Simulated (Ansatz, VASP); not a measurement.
## NaB3Te in VASP and in Ansatz

```xyz
5
Lattice="4.6617 0.0000 0.0000 0.0000 4.6617 0.0000 0.0000 0.0000 4.6617" Properties=species:S:1:pos:R:3 pbc="T T T"
Na    0.0000    0.0000    0.0000
B     0.0000    2.3309    2.3309
B     2.3309    0.0000    2.3309
B     2.3309    2.3309    0.0000
Te    2.3309    2.3309    2.3309
```

Alike in both runs: functional PBE; k mesh 4 × 4 × 4; occupations gaussian, width 0.1 eV; no spin polarisation.

Ansatz relaxed the structure, and its values are those at the end. VASP's run is a single point on that final structure, the one shown.

```csv
,VASP,Ansatz
version,VASP 6.6.1,Ansatz 0.2.0
potentials or method,"VASP PAW PBE potentials, release 64 (Na_pv, B, Te)","scalar-relativistic, plane waves, PAW"
plane-wave cutoff (eV),520,420
valence electrons in the cell,22,34
```

VASP gave:

```
gap on the k mesh at the Fermi level (eV) : none
pressure (GPa)                            : 0.2
```

Question: Estimate Ansatz's values.

Answer: gap on the k mesh at the Fermi level (eV): none; pressure (GPa): 0.1.

A gap of «none» marks a metal or a gap that the smearing closes. The two sets of potentials don't hold the same shells in valence.

Spin-orbit coupling is left out, which matters for the levels of Te.
